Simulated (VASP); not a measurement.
# Al2SiF2 (P6_3/mmc) in VASP: further runs

One crystal, Al2SiF2, is run at these levels: PBE, r2SCAN; tasks: relaxation of cell and atoms, single point.

Everything below comes from runs of VASP 6.6.1. Logs are shortened: lines on timing, memory, paths and dates and some standing lists are left out, and cuts for length are marked.

### Step 1. The structure

The structure is hexagonal, space group P6_3/mmc (No. 194). Conventional cell: a = 2.981 Å, b = 2.981 Å, c = 18.015 Å, α = 90.00°, β = 90.00°, γ = 120.00°. Al (site symmetry 3m) is surrounded by 3 F at 2.10 Å. Around Si (site symmetry -6m2) lie 6 Al at 2.61 Å and 6 Si at 2.98 Å. Around F (site symmetry 3m) lie 3 Al at 2.10 Å.

The cell was built by a generator and needn't be a form met in nature.

### Step 2. Relaxation of cell and atoms, PBE

INCAR

```
ALGO = Normal ; EDIFF = 1E-7
EDIFFG = -0.005 ; ENCUT = 520
GGA = PE ; IBRION = 2
ISIF = 3 ; ISMEAR = 0
KPAR = 4 ; LASPH = T
LCHARG = F ; LREAL = F
LWAVE = F ; NELM = 120
NSW = 60 ; POTIM = 0.3
PREC = Accurate ; SIGMA = 0.1
```

KPOINTS

```
k-points
0
Gamma
  12 12 2
```

POSCAR

```
Al2SiF2                                 
1.0
    2.9805349653     -0.0000000000     -0.0000000000
   -1.4902674827      2.5812189927      0.0000000000
   -0.0000000000      0.0000000000     18.0150852800
  Al              Si              F             
     4     2     4
Direct
     1.0000000000000000    1.0000000000000000    0.3592955541661735
     1.0000000000000000    1.0000000000000000    0.1407044458338265
     1.0000000000000000    1.0000000000000000    0.8592955541661736
     1.0000000000000000    1.0000000000000000    0.6407044458338264
     0.3333333300000021    0.6666666699999979    0.2500000000000000
     0.6666666699999979    0.3333333300000021    0.7500000000000000
     0.6666666699999979    0.3333333300000021    0.4263409003336768
     0.6666666699999979    0.3333333300000021    0.0736590996663231
     0.3333333300000021    0.6666666699999979    0.9263409003336770
     0.3333333300000021    0.6666666699999979    0.5736590996663230
```

Potentials or basis: VASP PAW PBE potentials, release 64 (Al, Si, F).

Command:

```bash
$ cat potpaw_PBE.64/Al/POTCAR potpaw_PBE.64/Si/POTCAR potpaw_PBE.64/F/POTCAR > POTCAR
$ mpirun -np 4 vasp_std > vasp.out
```

OUTCAR:

```text
EDIFF = 1E-7
   EDIFFG = -0.005
   ENCUT = 520
   GGA = PE
   IBRION = 2
   ISIF = 3
   ISMEAR = 0
   LASPH = T
   LREAL = F
   NELM = 120
   NSW = 60
   POTIM = 0.3
   PREC = Accurate

 ion  position               nearest neighbor table
   1  0.000  0.000  0.359-   7 2.10   7 2.10   7 2.10   5 2.61   5 2.61   5 2.61
   2  0.000  0.000  0.141-   8 2.10   8 2.10   8 2.10   5 2.61   5 2.61   5 2.61
   3  0.000  0.000  0.859-   9 2.10   9 2.10   9 2.10   6 2.61   6 2.61   6 2.61
   4  0.000  0.000  0.641-  10 2.10  10 2.10  10 2.10   6 2.61   6 2.61   6 2.61
   5  0.333  0.667  0.250-   1 2.61   2 2.61   1 2.61   2 2.61   1 2.61   2 2.61
   6  0.667  0.333  0.750-   3 2.61   4 2.61   3 2.61   4 2.61   3 2.61   4 2.61
   7  0.667  0.333  0.426-   1 2.10   1 2.10   1 2.10
   8  0.667  0.333  0.074-   2 2.10   2 2.10   2 2.10
   9  0.333  0.667  0.926-   3 2.10   3 2.10   3 2.10
  10  0.333  0.667  0.574-   4 2.10   4 2.10   4 2.10

  LATTYP: Found a hexagonal cell.
 ALAT       =     2.9805349653
 C/A-ratio  =     6.0442455766

  Lattice vectors:

 A1 = (   2.9805349653,   0.0000000000,   0.0000000000)
 A2 = (  -1.4902674827,   2.5812189927,   0.0000000000)
 A3 = (   0.0000000000,   0.0000000000,  18.0150852800)

Analysis of symmetry for initial positions (statically):
=====================================================================
 Subroutine PRICEL returns:
 Original cell was already a primitive cell.

 Routine SETGRP: Setting up the symmetry group for a
 hexagonal supercell.

 Subroutine GETGRP returns: Found 24 space group operations
 (whereof 12 operations were pure point group operations)
 out of a pool of 24 trial point group operations.

The static configuration has the point symmetry D_3d.
 The point group associated with its full space group is D_6h.

Analysis of symmetry for dynamics (positions and initial velocities):
=====================================================================
 Subroutine PRICEL returns:
 Original cell was already a primitive cell.

 Routine SETGRP: Setting up the symmetry group for a
 hexagonal supercell.

 Subroutine GETGRP returns: Found 24 space group operations
 (whereof 12 operations were pure point group operations)
 out of a pool of 24 trial point group operations.

The dynamic configuration has the point symmetry D_3d.
 The point group associated with its full space group is D_6h.

 Subroutine INISYM returns: Found 24 space group operations
 (whereof 12 operations are pure point group operations),
 and found     1 'primitive' translations

----------------------------------------------------------------------------------------

                                     Primitive cell

  volume of cell :     138.5975

  direct lattice vectors                    reciprocal lattice vectors
     2.980534965  0.000000000  0.000000000     0.335510239  0.193706927  0.000000000
    -1.490267483  2.581218993  0.000000000     0.000000000  0.387413855  0.000000000
     0.000000000  0.000000000 18.015085280     0.000000000  0.000000000  0.055509035

  length of vectors
     2.980534965  2.980534962 18.015085280     0.387413854  0.387413855  0.055509035

  position of ions in fractional coordinates (direct lattice)
     0.000000000  0.000000000  0.359295554
     0.000000000  0.000000000  0.140704446
     0.000000000  0.000000000  0.859295554
     0.000000000  0.000000000  0.640704446
     0.333333330  0.666666670  0.250000000
     0.666666670  0.333333330  0.750000000
     0.666666670  0.333333330  0.426340900
     0.666666670  0.333333330  0.073659100
     0.333333330  0.666666670  0.926340900
     0.333333330  0.666666670  0.573659100

  ion indices of the primitive-cell ions
   primitive index   ion index
                 1           1
                 2           2
                 3           3
                 4           4
                 5           5
                 6           6
                 7           7
                 8           8
                 9           9
                10          10

----------------------------------------------------------------------------------------

 KPOINTS: k-points

Automatic generation of k-mesh.
 Grid dimensions read from file:
 generate k-points for:   12   12    2

 Generating k-lattice:

  Cartesian coordinates                     Fractional coordinates (reciprocal lattice)
     0.027959187  0.016142244  0.000000000     0.083333333 -0.000000000  0.000000000
     0.000000000  0.032284488  0.000000000     0.000000000  0.083333333  0.000000000
     0.000000000  0.000000000  0.027754518     0.000000000  0.000000000  0.500000000

  Length of vectors
     0.032284488  0.032284488  0.027754518

  Shift w.r.t. Gamma in fractional coordinates (k-lattice)
     0.000000000  0.000000000  0.000000000

 Subroutine IBZKPT returns following result:
 ===========================================

 Found     38 irreducible k-points:

 Following reciprocal coordinates:
            Coordinates               Weight
  0.000000  0.000000  0.000000      1.000000
  0.083333  0.000000  0.000000      6.000000
  0.166667  0.000000  0.000000      6.000000
  0.250000  0.000000  0.000000      6.000000
  0.333333  0.000000  0.000000      6.000000
  0.416667  0.000000  0.000000      6.000000
[... 16 lines left out ...]
  0.250000  0.000000  0.500000      6.000000
  0.333333  0.000000  0.500000      6.000000
 [... further k-points ...]
   k-points           NKPTS =     38   k-points in BZ     NKDIM =     38   number of bands    NBANDS=     30
   number of dos      NEDOS =    301   number of ions     NIONS =     10
   total plane-waves  NPLWV =  80640
   dimension x,y,z NGX =    24 NGY =   24 NGZ =  140
   dimension x,y,z NGXF=    48 NGYF=   48 NGZF=  280
   ions per type =               4   2   4
   NGX,Y,Z   is equivalent  to a cutoff of  13.39, 13.39, 12.92 a.u.
   NGXF,Y,Z  is equivalent  to a cutoff of  26.77, 26.77, 25.84 a.u.
 SYSTEM =  unknown system
   PREC   = accura    normal or accurate (medium, high low for compatibility)
   ISTART =      0    job   : 0-new  1-cont  2-samecut
   ICHARG =      2    charge: 1-file 2-atom 10-const
   ISPIN  =      1    spin polarized calculation?
   LNONCOLLINEAR =      F non collinear calculations
   LSORBIT =      F    spin-orbit coupling
   LASPH  =      T    aspherical Exc in radial PAW
   ENCUT  =  520.0 eV  38.22 Ry    6.18 a.u.   5.54  5.54 33.50*2*pi/ulx,y,z
   NELM   =    120;   NELMIN=  2; NELMDL= -5     # of ELM steps
   EDIFF  = 0.1E-06   stopping-criterion for ELM
   LREAL  =      F    real-space projection
   EDIFFG = -.5E-02   stopping-criterion for IOM
   NSW    =     60    number of steps for IOM
   IBRION =      2    ionic relax: 0-MD 1-quasi-New 2-CG
   NFREE  =      1    steps in history (QN), initial steepest desc. (CG)
   ISIF   =      3    stress and relaxation
   ISYM   =      2    0-nonsym 1-usesym 2-fastsym
   POTIM  = 0.3000    time-step for ionic-motion
   TEBEG  =    0.0;   TEEND  =   0.0 temperature during run
   PSTRESS=    0.0 pullay stress
   NELECT =      48.0000    total number of electrons
   NUPDOWN=      -1.0000    fix difference up-down
   EMIN   =  10.00;   EMAX   =-10.00  energy-range for DOS
   EFERMI =   0.00;   METHOD = LEGACY
   ISMEAR =     0;   SIGMA  =   0.10  broadening in eV -4-tet -1-fermi 0-gaus
   EFERMI_NEDOS =   21; number of points for ismear=-14 and -15
   IALGO  =     38    algorithm
   IMIX   =      4    mixing-type and parameters
     AMIX     =   0.40;   BMIX     =  1.00
     AMIX_MAG =   1.60;   BMIX_MAG =  1.00
  volume/ion in A,a.u.               =      13.86        93.53
  Fermi-wavevector in a.u.,A,eV,Ry     =   1.149662  2.172546 17.983124  1.321722
  Thomas-Fermi vector in A             =   2.286330
   LORBIT       =      0    0 simple, 1 ext, 2 COOP (PROOUT), +10 PAW based schemes
   GGA     = PE    functional components
   LHFCALC =     F    Hartree Fock is set to
   AEXX    =    0.0000 exact exchange contribution
   IVDW    =     0    specifies the selected vdW correction
   LEPSILON=     F    determine dielectric tensor
   LRPA    =     F    only Hartree local field effects (RPA)
 conjugate gradient relaxation of ions
 non-spin polarized calculation
 Gauss-broadening in eV      SIGMA  =   0.10
  energy-cutoff  :      520.00
  volume of cell :      138.60
 maximum number of plane-waves:      3799
 NGX is ok and might be reduce to    24
   NGX = 11   NGY = 11   NGZ = 67

--------------------------------------- Ionic step        1  -------------------------------------------

 number of electron      48.0000005 magnetization

 Free energy of the ion-electron system (eV)
  ---------------------------------------------------
  ext. energy  EPLUGINS =         0.00000000
  ---------------------------------------------------
  free energy    TOTEN  =       -45.66549901 eV

  energy without entropy =      -45.65279597  energy(sigma->0) =      -45.65914749

------------------------ aborting loop because EDIFF is reached ----------------------------------------

  FORCE on cell =-STRESS in cart. coord.  units (eV):
  Direction    XX          YY          ZZ          XY          YZ          ZX
  --------------------------------------------------------------------------------------
  -------------------------------------------------------------------------------------
  Total        0.1107681      0.1107681      1.0622807     -0.0000000      0.0000000      0.0000000
  in kB        1.2804710      1.2804710     12.2798899     -0.0000000      0.0000000      0.0000000
  external PRESSURE =       4.9469440 kB  Pullay stress =       0.0000000 kB
[... 113 lines left out ...]
  FREE ENERGIE OF THE ION-ELECTRON SYSTEM (eV)
  ---------------------------------------------------
  free  energy   TOTEN  =       -45.6693878858 eV

  energy  without entropy=      -45.6516161424  energy(sigma->0) =      -45.66050201

[... ionic steps 4 to 26 ...]

--------------------------------------- Ionic step       27  -------------------------------------------

 number of electron      48.0000014 magnetization

------------------------ aborting loop because EDIFF is reached ----------------------------------------
[... 83 lines left out ...]
--------------------------------------- Ionic step       29  -------------------------------------------

 number of electron      48.0000030 magnetization

 Free energy of the ion-electron system (eV)
  ---------------------------------------------------
  ext. energy  EPLUGINS =         0.00000000
  ---------------------------------------------------
  free energy    TOTEN  =       -45.68565752 eV

  energy without entropy =      -45.66846789  energy(sigma->0) =      -45.67706270

 E-fermi :   6.7244     XC(G=0):  -9.6502

 val. band max:        6.7210004625   @ k =   0.3333   0.0833   0.0000
 cond. band min:       6.7739854380   @ k =   0.2500   0.1667   0.0000
 fundamental gap:      0.0529849755
 Fermi energy:         6.7243872368

 k-point     1 :       0.0000    0.0000    0.0000
  band No.  band energies     occupation
      1     -19.8903      2.00000
      2     -19.8901      2.00000
      3     -19.8559      2.00000
      4     -19.8548      2.00000
      5      -6.0058      2.00000
      6      -5.9964      2.00000
[... 781 lines left out ...]
     29       9.6650      0.00000
     30       9.6650      0.00000

 [... further k-points ...]

------------------------ aborting loop because EDIFF is reached ----------------------------------------

  FORCE on cell =-STRESS in cart. coord.  units (eV):
  Direction    XX          YY          ZZ          XY          YZ          ZX
  --------------------------------------------------------------------------------------
  -------------------------------------------------------------------------------------
  Total        0.0102872      0.0102872     -0.0196910     -0.0000000      0.0000000      0.0000000
  in kB        0.1146037      0.1146037     -0.2193663     -0.0000000      0.0000000      0.0000000
  external PRESSURE =       0.0032803 kB  Pullay stress =       0.0000000 kB
[... 25 lines left out ...]
  FREE ENERGIE OF THE ION-ELECTRON SYSTEM (eV)
  ---------------------------------------------------
  free  energy   TOTEN  =       -45.6856575170 eV

  energy  without entropy=      -45.6684678884  energy(sigma->0) =      -45.67706270

 reached required accuracy - stopping structural energy minimisation
```

It took 6.3 min on 4 MPI ranks of Intel Xeon 6975P-C (Granite Rapids), shared host; peak memory 0.36 GiB.

What came out:

- Free energy: -45.6857 eV
- Relaxed volume: 14.38 Å³/atom
- Relaxed cell: a = 2.975 Å, b = 2.975 Å, c = 18.762 Å, α = 90.00°, β = 90.00°, γ = 120.00°
- Space group after relaxing (to 0.05 Å): P6_3/mmc (No. 194)
- Energy gained by relaxing: 2.0 meV/atom
- Ionic steps: 29
- Pressure after relaxing: 0.0 GPa
- Largest force after relaxing: 0.004 eV/Å
- Band gap on the k mesh: none (metal or under the smearing width)

Forces in eV/Å, atoms in the order of the input:
```
Al   0.000  0.000  0.004
Al   0.000  0.000 -0.004
Al   0.000  0.000  0.004
Al   0.000  0.000 -0.004
Si   0.000  0.000  0.000
Si   0.000  0.000  0.000
F    0.000  0.000 -0.003
F    0.000  0.000  0.003
F    0.000  0.000 -0.003
F    0.000  0.000  0.003
```

Step by step:
```tsv
step	energy change (eV)	largest force (eV/Å)	pressure (GPa)	volume (Å³)
1	0.0000	0.0069	0.49	138.60
2	-0.0026	0.0362	0.17	139.11
3	-0.0039	0.0790	-0.28	139.89
4	-0.0055	0.0522	-0.17	139.84
5	-0.0066	0.1019	0.06	139.74
6	-0.0080	0.0734	0.06	139.78
7	-0.0094	0.0761	0.06	139.90
8	-0.0108	0.0592	0.15	140.06
9	-0.0135	0.0271	0.38	140.54
10	-0.0162	0.0402	0.02	141.57
11	-0.0170	0.0615	-0.23	142.29
12	-0.0187	0.0232	-0.15	142.72
13	-0.0190	0.0412	-0.10	142.95
14	-0.0194	0.0092	0.02	142.82
15	-0.0194	0.0041	0.04	142.80
16	-0.0195	0.0115	0.00	142.87
17	-0.0196	0.0208	-0.04	142.92
18	-0.0197	0.0151	-0.01	142.92
19	-0.0197	0.0130	0.06	142.91
20	-0.0197	0.0079	0.04	142.91
21	-0.0198	0.0079	0.02	142.97
22	-0.0198	0.0085	-0.02	143.14
23	-0.0198	0.0151	-0.12	143.48
24	-0.0198	0.0107	-0.05	143.25
25	-0.0199	0.0098	-0.05	143.27
26	-0.0199	0.0084	-0.04	143.32
27	-0.0200	0.0101	-0.01	143.42
28	-0.0201	0.0131	0.05	143.63
29	-0.0202	0.0045	0.00	143.82
```

Final structure:
```
Al Si F
1.0
     2.97507    0.00000    0.00000
    -1.48754    2.57649    0.00000
     0.00000    0.00000   18.76213
Al Si F
4 2 4
Cartesian
  0.0000 0.0000 6.6701
  0.0000 0.0000 2.7110
  0.0000 0.0000 16.0511
  0.0000 0.0000 12.0921
  0.0000 1.7177 4.6905
  1.4875 0.8588 14.0716
  1.4875 0.8588 7.8852
  1.4875 0.8588 1.4959
  0.0000 1.7177 17.2663
  0.0000 1.7177 10.8769
```

Levels at points of the mesh, in eV from the Fermi level:
| k point | band 22 | band 23 | band 24 | band 25 | band 26 | band 27 |
| --- | --- | --- | --- | --- | --- | --- |
| (0.00, 0.00, 0.00) | -2.43 | -0.10 | 0.48 | 3.00 | 3.90 | 5.71 |
| (0.50, 0.00, 0.00) | -3.80 | -1.88 | -1.82 | 1.21 | 1.25 | 2.11 |
| (0.00, 0.00, 0.50) | -2.63 | 0.19 | 0.19 | 3.41 | 3.41 | 5.71 |
| (0.50, 0.00, 0.50) | -3.81 | -1.85 | -1.85 | 1.23 | 1.23 | 2.11 |

### Step 3. Single point, r2SCAN

This run uses another cell than the first one, of 14.38 Å³/atom, 1.038 times its volume.

INCAR

```
SYSTEM = Al2SiF2
ALGO = Normal
EDIFF = 1E-6
ENCUT = 520
ISIF = 2
ISMEAR = 0
KPAR = 4
LASPH = .True.
LCHARG = .False.
LMIXTAU = .True.
LREAL = .False.
LWAVE = .False.
METAGGA = R2SCAN
NELM = 150
PREC = Accurate
SIGMA = 0.1
```

KPOINTS

```
k-points
0
Gamma
  12 12 2
  0 0 0
```

POSCAR

```
Al2SiF2                                 
1.0
    2.9750728784      0.0000000000      0.0000000000
   -1.4875364393      2.5764886867     -0.0000000000
   -0.0000000000     -0.0000000000     18.7621320992
  Al              Si              F             
     4     2     4
Direct
     0.0000000000000000    0.0000000000000000    0.3555076261503720
     0.0000000000000000    0.0000000000000000    0.1444923738496281
     0.0000000000000000    0.0000000000000000    0.8555076261503718
     0.0000000000000000    0.0000000000000000    0.6444923738496282
     0.3333333300000021    0.6666666699999979    0.2500000000000000
     0.6666666699999979    0.3333333300000021    0.7500000000000000
     0.6666666699999979    0.3333333300000021    0.4202718212771626
     0.6666666699999979    0.3333333300000021    0.0797281787228375
     0.3333333300000021    0.6666666699999979    0.9202718212771624
     0.3333333300000021    0.6666666699999979    0.5797281787228376
```

Potentials or basis: VASP PAW PBE potentials, release 64 (Al, Si, F).

Command:

```bash
$ cat potpaw_PBE.64/Al/POTCAR potpaw_PBE.64/Si/POTCAR potpaw_PBE.64/F/POTCAR > POTCAR
$ mpirun -np 4 vasp_std > vasp.out
```

Wall time 4.5 min (4 MPI ranks of Intel Xeon 6975P-C (Granite Rapids), shared host); peak memory 0.38 GiB.

The run converged. Its results:

```
Free energy            : -69.7307 eV
Pressure               : -4.0 GPa
Largest force          : 0.223 eV/Å
Band gap on the k mesh : none (metal or under the smearing width)
```

Forces on the atoms (eV/Å):
```
Al   0.000  0.000  0.030
Al   0.000  0.000 -0.030
Al   0.000  0.000  0.030
Al   0.000  0.000 -0.030
Si   0.000  0.000  0.000
Si   0.000  0.000  0.000
F    0.000  0.000 -0.223
F    0.000  0.000  0.223
F    0.000  0.000 -0.223
F    0.000  0.000  0.223
```

Stress tensor (GPa, compression positive):
```
-4.19  0.00  0.00
 0.00 -4.19  0.00
 0.00  0.00 -3.61
```

Levels at points of the mesh, in eV from the Fermi level:
```csv
k point,band 21,band 22,band 23,band 24,band 25,band 26,band 27,band 28
"(0.00, 0.00, 0.00)",-2.92,-2.55,0.06,0.68,3.14,4.17,5.89,6.08
"(0.50, 0.00, 0.00)",-4.21,-4.18,-2.02,-1.97,1.24,1.28,2.19,2.19
"(0.00, 0.00, 0.50)",-2.74,-2.74,0.35,0.35,3.60,3.60,6.08,6.08
"(0.50, 0.00, 0.50)",-4.19,-4.19,-1.99,-1.99,1.26,1.26,2.19,2.19
```

Caveat: the PAW data sets were made with another functional, which shifts forces and pressure a little.
